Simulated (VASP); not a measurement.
Input for VASP

INCAR:
```
! general
SYSTEM =Pt3Ti
PREC   =Accurate
ENCUT  =400
LREAL  =F
LASPH  =T
NBANDS =22

! electronic loop
EDIFF  =1E-6
NELM   =100
ALGO   =Normal
LMAXMIX=6

! smearing
ISMEAR =1
SIGMA  =0.1

! functional
GGA    =PE

! ions
ISIF   =2

! output
LWAVE  =F
LCHARG =F
```

**KPOINTS**
```
Automatic mesh
0
Gamma
7 7 7
0 0 0
```

POSCAR:
```
Pt3Ti
1
    3.9200000000     0.0000000000     0.0000000000
    0.0000000000     3.9200000000     0.0000000000
    0.0000000000     0.0000000000     3.9200000000
Ti Pt
1 3
Direct
  0.0000000000   0.0000000000   0.0000000000
  0.0000000000   0.5000000000   0.5000000000
  0.5000000000   0.0000000000   0.5000000000
  0.5000000000   0.5000000000   0.0000000000
```

POTCAR, in this order: Ti_sv Pt (PBE.64 set). Program: vasp_std.

Problem. Write an equivalent input for Quantum ESPRESSO's pw.x.

Solution. One equivalent input (not run):
```
&CONTROL
  calculation = 'scf'
  pseudo_dir = './pseudo'
  outdir = './out'
  tprnfor = .true.
  tstress = .true.
/
&SYSTEM
  ibrav = 0
  nat = 4
  ntyp = 2
  ecutwfc = 84
  occupations = 'smearing'
  smearing = 'methfessel-paxton'
  degauss = 0.00735
  input_dft = 'pbe'
/
&ELECTRONS
  conv_thr = 7.3e-08
  electron_maxstep = 100
/
ATOMIC_SPECIES
  Ti 47.867 Ti.upf
  Pt 195.084 Pt.upf
CELL_PARAMETERS angstrom
     3.9200000    0.0000000    0.0000000
     0.0000000    3.9200000    0.0000000
     0.0000000    0.0000000    3.9200000
ATOMIC_POSITIONS crystal
  Ti   0.0000000  0.0000000  0.0000000
  Pt   0.0000000  0.5000000  0.5000000
  Pt   0.5000000  0.0000000  0.5000000
  Pt   0.5000000  0.5000000  0.0000000
K_POINTS automatic
  7 7 7 0 0 0
```
The two are equivalent in intent, not identical: the potentials are each code's own (VASP's PAW set, PseudoDojo norm-conserving files in pw.x), so ENCUT and ecutwfc are chosen apart and not converted; conv_thr bounds pw.x's estimated SCF error, while EDIFF bounds the energy change between steps; the number of bands isn't carried over, since the valence differs with the files.

The compound is Pt3Ti in the L1_2 structure. The cell was not relaxed at this level. The run is one of a series of settings (NBANDS = 22 against the base run), some of them coarse on purpose.
